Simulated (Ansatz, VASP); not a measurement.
# Cross-check of GeN between VASP and Ansatz, part 2 of 2

Wanted: the spread between two codes on one cell, functional and k mesh. The cell is generated by rule, not measured, and may not be a known phase. The cell is taken from a series of runs on this material, whose earlier steps may have relaxed, scaled, displaced or heated it; both programs get it as it stands.

VASP 6.6.1 and Ansatz 0.2.0.

So far: The starting structure; Ansatz: relaxation of cell and atoms, RPBE, pair 1; VASP: relaxation of cell and atoms, RPBE, pair 1.

## (4) Side by side

Known differences besides the potentials themselves: the cutoff is 420 eV in Ansatz and 600 eV in VASP; Ansatz makes its cores anew for this functional, VASP keeps those of its PBE data sets; Ansatz adds a Pulay correction to the stress that steers its cell, VASP none. Total energies have different zeros and are not compared.

The two programs side by side:

| quantity | Ansatz | VASP | difference |
| --- | --- | --- | --- |
| volume (Å³) | 46.59 | 46.61 | -0.04 % |
| edge a after relaxation, in the typed setting (Å) | 5.878 | 5.880 | -0.02 % |

## (5) VASP: zone-centre phonons, RPBE

Second derivatives magnify differences that forces hide, and they need a tight electronic threshold. This pair takes another cell of the material, with 2 atoms against 4 for the pair before.

Contents of INCAR:

```
SYSTEM = GeN
PREC = Accurate
ENCUT = 600
EDIFF = 1E-08
NELM = 120
ISMEAR = 1
SIGMA = 0.15
LREAL = .FALSE.
ALGO = Normal
GGA = RP
NBANDS = 15
LORBIT = 11
LWAVE = .FALSE.
LCHARG = .FALSE.
ISIF = 2
IBRION = 8
LASPH = .TRUE.
GGA_COMPAT = .FALSE.
KPAR = 2
```

Contents of POSCAR:

```
GeN
1.0
    0.0000000000      2.2600334388      2.2600334388
    2.2600334388      0.0000000000      2.2600334388
    2.2600334388      2.2600334388      0.0000000000
Ge N
1 1
Direct
    0.0000000000      0.0000000000      0.0000000000
    0.5000000000      0.5000000000      0.5000000000
```

Contents of KPOINTS:

```
Automatic mesh
0
Gamma
16 16 16
0 0 0
```

Potentials, in the order of the species: Ge_d and N (PBE family, release 64).

On the command line:

```sh
mpirun -np 2 vasp_std
```

Numbers of over 12 decimals in the logs are rounded to 6 here.

What it wrote:

```text
[banner, memory and clock lines left out]
running    2 mpi-ranks, on    1 nodes
[...]
[... a notice as in an earlier step ...]

 LDA part: xc-table for (Slater+PW92), standard interpolation
 POSCAR, INCAR and KPOINTS ok, starting setup
[...]
entering main loop
       N       E                     dE             d eps       ncg     rms          rms(c)
DAV:   1     0.112970971390E+03    0.11297E+03   -0.10618E+04  4827   0.358E+03
DAV:   2    -0.643843198474E+00   -0.11361E+03   -0.10821E+03  4987   0.542E+02
DAV:   3    -0.116659981989E+02   -0.11022E+02   -0.10939E+02  4903   0.108E+02
DAV:   4    -0.118568452152E+02   -0.19085E+00   -0.19065E+00  5414   0.157E+01
[...]
DAV:  14    -0.107087130510E+02    0.15161E-06   -0.25658E-08  5463   0.201E-03    0.810E-04
DAV:  15    -0.107087130677E+02   -0.16634E-07   -0.17557E-09  3134   0.429E-04    0.183E-04
DAV:  16    -0.107087130716E+02   -0.39818E-08   -0.34341E-10  2679   0.176E-04
   1 F= -.10708713E+02 E0= -.10708732E+02  d E =0.582133E-04
[...]
RMM:  23    -0.186195084782E+00   -0.28838E-07   -0.40625E-08 21642   0.357E-05    0.200E-06
RMM:  24    -0.186195100754E+00   -0.15972E-07   -0.30023E-08 19396   0.332E-05    0.522E-07
RMM:  25    -0.186195105595E+00   -0.48408E-08   -0.22784E-08 14445   0.315E-05    0.138E-07
 first order change of Fermi-energy  -0.47363E-03
 force on displaced ion       1 direction 1 :   1.987   0.000   0.000
 Linear response progress:
  Degree of freedom:   2/  2
       N       E                     dE             d eps       ncg     rms          rms(c)
RMM:   1    -0.222180581951E+00   -0.22218E+00    0.16983E-01 20771   0.259E+00
RMM:   2    -0.222869232786E+00   -0.68865E-03   -0.46188E-03 18739   0.557E-01    0.104E-01
RMM:   3    -0.223741577547E+00   -0.87234E-03   -0.17559E-04 18866   0.939E-02    0.624E-02
RMM:   4    -0.224902377643E+00   -0.11608E-02   -0.11242E-04 19334   0.669E-02    0.162E-02
[...]
RMM:  10    -0.224899927045E+00    0.12954E-06   -0.62430E-09 19834   0.477E-05    0.416E-06
RMM:  11    -0.224899957764E+00   -0.30719E-07   -0.54481E-09 17449   0.304E-05    0.303E-07
RMM:  12    -0.224899958014E+00   -0.25001E-09    0.59221E-10 10115   0.274E-05    0.133E-07
 first order change of Fermi-energy   0.18489E-02
 force on displaced ion       2 direction 1 :   1.985   0.000   0.000
 Linear response finished
```

From OUTCAR (step 5):

```text
  Total        0.0148606      0.0148606      0.0148606     -0.0000000      0.0000000     -0.0000000
  in kB        1.0312700      1.0312700      1.0312700     -0.0000000      0.0000000     -0.0000000
  external PRESSURE =       1.0312700 kB  Pullay stress =       0.0000000 kB

 POSITION                                       TOTAL-FORCE (eV/Angst)
 -----------------------------------------------------------------------------------
      0.00000      0.00000      0.00000        -0.000000      0.000000      0.000000
      2.26003      2.26003      2.26003         0.000000      0.000000     -0.000000
 -----------------------------------------------------------------------------------
    total drift:                                0.000000      0.000000      0.000000

[... 2 further parts left out ...]
```

## (6) Ansatz: zone-centre phonons, RPBE

The same cell, functional, mesh and smearing now go to Ansatz, which takes its cutoff from its data sets.

The cell is taken from a series of runs on this material, whose earlier steps may have relaxed, scaled, displaced or heated it; both programs get it as it stands.

Contents of input.yaml:

```yaml
crystal:
  lattice:
    - [0.0, 2.2600334388, 2.2600334388]
    - [2.2600334388, 0.0, 2.2600334388]
    - [2.2600334388, 2.2600334388, 0.0]
  atoms:
    - { symbol: Ge, position: [0.0, 0.0, 0.0] }
    - { symbol: "N", position: [0.5, 0.5, 0.5] }
kpoints:
  mp_grid: { grid: [16, 16, 16] }
hamiltonian:
  xc: rpbe
scf:
  occupations: { method: methfessel_paxton, width: 0.15 }
output:
  eigenvalues: true
phonons:
  method: dfpt
```

On the command line:

```sh
ansatz run input.yaml --threads 4 --pin off --max-ram 7168MiB --backend cpu --events-out ev --progress --plain --runs-dir out
```

What it wrote:

```text
[...]
Crystal: 2 atoms, lattice volume = 23.087 Å³
Basis set: ecut = 420 eV, 459 PW (Γ), exchange–correlation on 48×48×48 points (8 copies of the dense FFT grid, shifted against one another)
Bands: 14, of which v1, the nominal top of the filled ones, is band 10 counted from 1 (9 counted from 0)
Symmetry: 48 space group operations
k-points: 349 of 4096 (irreducible under 8 space group operations, time reversal used)
[...]
k mesh reduced under 8 symmetry operations, with k and −k counted as one. Each operation leaves every solved perturbation unchanged. A smaller set is not used because it would not reduce the number of displacements times k-points to solve
  ASR residual: 6.111e-5 → 0.000e0 eV/Å²; symmetrization residual: 3.333e-6 eV/Å²
  ASR residual per site (eV/Å²): 4.26e-6 6.11e-5
  Γ frequencies (cm⁻¹): -214.93 -214.93 -214.93 0.00 0.00 0.00
  non-analytic LO–TO correction: not included (Born effective charges unavailable; polar crystals: no LO–TO splitting at Γ)
[key lines of the parts left out:]
SCF converged after 7 iterations
Free energy (F): -4684.786679 eV
Fermi energy:    12.947348 eV
```

## (7) Side by side

Both answers:

| quantity | Ansatz | VASP | difference |
| --- | --- | --- | --- |
| optical mode 1 to 3 (imaginary, printed as negative) (cm⁻¹) | -214.9 | -214.5 | -0.5 |

Modes are paired by rising frequency, not by their patterns, so a pair may set unlike modes beside each other; they are those without the splitting of longitudinal modes.

## (8) Ansatz: relaxation of cell and atoms, RPBE, pair 3

The relaxed volume is the usual yardstick between codes: in a stiff, nearly cubic crystal its relative difference is about their pressure difference at one cell divided by the bulk modulus. This pair takes another cell of the material, with 4 atoms against 2 for the pair before.

The cell is taken from a series of runs on this material, whose earlier steps may have relaxed, scaled, displaced or heated it; both programs get it as it stands.

Contents of input.yaml:

```yaml
crystal:
  lattice:
    - [0.0, 2.2600334388, 2.2600334388]
    - [-2.2600334388, 2.2600334388, 0.0]
    - [-4.5200668776, -2.2600334388, 2.2600334388]
  atoms:
    - { symbol: Ge, position: [0.0, 1.0, 1.0] }
    - { symbol: Ge, position: [0.5, 1.0, 0.5] }
    - { symbol: "N", position: [0.2640503518, 0.4718992965, 0.7921510553] }
    - { symbol: "N", position: [0.7359496482, 0.5281007035, 0.2078489447] }
kpoints:
  mp_grid: { grid: [15, 15, 14] }
hamiltonian:
  xc: rpbe
scf:
  occupations: { method: methfessel_paxton, width: 0.15 }
output:
  forces: true
  stress: true
  eigenvalues: true
relax:
  adjacent_minimum: "off"
  f_tol: 0.002
  max_steps: 120
  cell: { stress_tol: 0.03 }
```

What it wrote:

```text
[...]
cell:  # Å, volume = 46.5839 Å³
    - [1.3877787807814457e-17, 2.191621, 2.191621]
    - [-2.191938, 2.191060, 0.000561541]
    - [-4.695649, -2.502271, 2.502271]
  atoms:
    - { symbol: Ge, position: [0.0, 1.000000, 1.0] }
    - { symbol: Ge, position: [0.500000, 1.000000, 0.5] }
    - { symbol: N, position: [0.268300, 0.463400, 0.805335] }
    - { symbol: N, position: [0.731700, 0.536600, 0.194665] }
[key lines of the parts left out:]
SCF converged after 6 iterations
Free energy (F): -9369.818570 eV
Fermi energy:    12.582116 eV
P = ⅓ Tr σ = 0.0005 GPa (0.005 kbar)
```

## (9) VASP: relaxation of cell and atoms, RPBE, pair 3

The same cell, functional, mesh and smearing now go to VASP, with its own data sets.

Contents of INCAR:

```
SYSTEM = GeN
PREC = Accurate
ENCUT = 600
EDIFF = 1E-07
NELM = 120
ISMEAR = 1
SIGMA = 0.15
LREAL = .FALSE.
ALGO = Normal
GGA = RP
NBANDS = 25
LORBIT = 11
LWAVE = .FALSE.
LCHARG = .FALSE.
ISIF = 3
IBRION = 2
NSW = 80
EDIFFG = -0.005
LASPH = .TRUE.
GGA_COMPAT = .FALSE.
NELMIN = 4
KPAR = 2
```

Contents of POSCAR:

```
GeN
1.0
    0.0000000000      2.2600330000      2.2600330000
   -2.2600330000      2.2600330000      0.0000000000
   -4.5200670000     -2.2600330000      2.2600330000
Ge N
2 2
Direct
    0.0000000000      0.0000000000      0.0000000000
    0.5000000000      1.0000000000      0.5000000000
    0.2640503556      0.4718992888      0.7921510668
    0.7359496444      0.5281007112      0.2078489332
```

Contents of KPOINTS:

```
Automatic mesh
0
Gamma
15 15 14
0 0 0
```

On the command line:

```sh
mpirun -np 2 vasp_std
```

What it wrote:

```text
[banner, memory and clock lines left out]
running    2 mpi-ranks, on    1 nodes
[...]
[... a notice as in an earlier step ...]

 LDA part: xc-table for (Slater+PW92), standard interpolation
|                                                                             |
|           W    W    AA    RRRRR   N    N  II  N    N   GGGG   !!!           |
|           W    W   A  A   R    R  NN   N  II  NN   N  G    G  !!!           |
|           W    W  A    A  R    R  N N  N  II  N N  N  G       !!!           |
|           W WW W  AAAAAA  RRRRR   N  N N  II  N  N N  G  GGG   !            |
|           WW  WW  A    A  R   R   N   NN  II  N   NN  G    G                |
|           W    W  A    A  R    R  N    N  II  N    N   GGGG   !!!           |
|                                                                             |
|     Your reciprocal lattice and k-lattice belong to different lattice       |
|     classes:                                                                |
|                                                                             |
[...]
DAV:   1     0.320849871738E+03    0.32085E+03   -0.20783E+04 52568   0.453E+03
DAV:   2     0.275152196563E+02   -0.29333E+03   -0.28423E+03 43504   0.758E+02
DAV:   3    -0.220721044892E+02   -0.49587E+02   -0.48693E+02 49410   0.189E+02
DAV:   4    -0.243006717466E+02   -0.22286E+01   -0.22137E+01 50833   0.439E+01
[...]
DAV:  12    -0.215591103413E+02    0.39578E-05   -0.51116E-05 54426   0.608E-02    0.140E-02
DAV:  13    -0.215591105475E+02   -0.20624E-06   -0.55172E-06 48769   0.235E-02    0.385E-03
DAV:  14    -0.215591104593E+02    0.88243E-07   -0.60976E-07 45383   0.622E-03
   1 F= -.21559110E+02 E0= -.21559112E+02  d E =-.215591E+02
[... from here on, the cycles between the ionic steps are left out ...]
   2 F= -.21614282E+02 E0= -.21614199E+02  d E =-.551713E-01
   3 F= -.21624168E+02 E0= -.21624000E+02  d E =-.650575E-01
   4 F= -.21645362E+02 E0= -.21645219E+02  d E =-.211941E-01
   5 F= -.21646665E+02 E0= -.21646494E+02  d E =-.224974E-01
   6 F= -.21661723E+02 E0= -.21661663E+02  d E =-.150579E-01
   7 F= -.21662319E+02 E0= -.21662333E+02  d E =-.156531E-01
   8 F= -.21662283E+02 E0= -.21662281E+02  d E =0.351052E-04
   9 F= -.21662516E+02 E0= -.21662522E+02  d E =-.197290E-03
[...]
reached required accuracy - stopping structural energy minimisation
```

OUTCAR, selected parts (step 9):

```text
  Total       -0.0046297     -0.0046297     -0.0046297      0.0075123     -0.0075123     -0.0075123
  in kB       -0.1591618     -0.1591619     -0.1591619      0.2582599     -0.2582599     -0.2582599
  external PRESSURE =      -0.1591618 kB  Pullay stress =       0.0000000 kB

 POSITION                                       TOTAL-FORCE (eV/Angst)
 -----------------------------------------------------------------------------------
     -0.00000      0.00000      0.00000         0.000000     -0.000000     -0.000000
     -2.34732     -0.15539      2.34732         0.000000     -0.000000     -0.000000
     -4.79588     -0.41202      2.60395         0.000186      0.000186     -0.000186
     -2.09069      2.29317      2.09069        -0.000186     -0.000186      0.000186
 -----------------------------------------------------------------------------------
    total drift:                               -0.000000     -0.000000      0.000000

  FREE ENERGIE OF THE ION-ELECTRON SYSTEM (eV)
  ---------------------------------------------------
  free  energy   TOTEN  =       -21.6625158278 eV

  energy  without entropy=      -21.6625354093  energy(sigma->0) =      -21.66252235

[... 1 part as in an earlier step ...]

[... 3 further parts left out ...]
[key lines of the parts left out:]
E-fermi :   8.1552
```

## (10) Differences

Both answers:

| quantity | Ansatz | VASP | difference |
| --- | --- | --- | --- |
| volume (Å³) | 46.58 | 46.60 | -0.04 % |
| edge a after relaxation, in the typed setting (Å) | 3.099 | 3.100 | -0.02 % |
| edge c after relaxation, in the typed setting (Å) | 5.880 | 5.879 | +0.01 % |

## (11) Summary of results

```
difference in volume (relaxation of cell and atoms, RPBE, pair 1)                                                  : -0.036 %
r.m.s. difference of the optical zone-centre modes, each program's sorted by frequency (zone-centre phonons, RPBE) : 0.45 cm⁻¹
difference in volume (relaxation of cell and atoms, RPBE, pair 3)                                                  : -0.044 %
```

What this shows: The difference in volume is -0.044 % (relaxation of cell and atoms, RPBE, pair 3), within the 1.2 % picked in this series as the mark of a large difference, as far as the stopping tolerances let one tell. 2 further runs of this series are not shown here. Such differences can come from data sets, numerical settings and the points named under the comparisons, not from the functional's error against experiment.

[Lines on the potential files, build, host, timing and source positions are cut from VASP's logs without a mark.]

[Logs are printed without paths, hosts, clocks, repeated set-up lines and the standing remarks that a program may print on its own settings, such as how far it seeks lower states.]

[Hosts, paths, dates, database ids (printed as entryN), source tags and the programs' standing remarks are cut or masked in the printed files.]
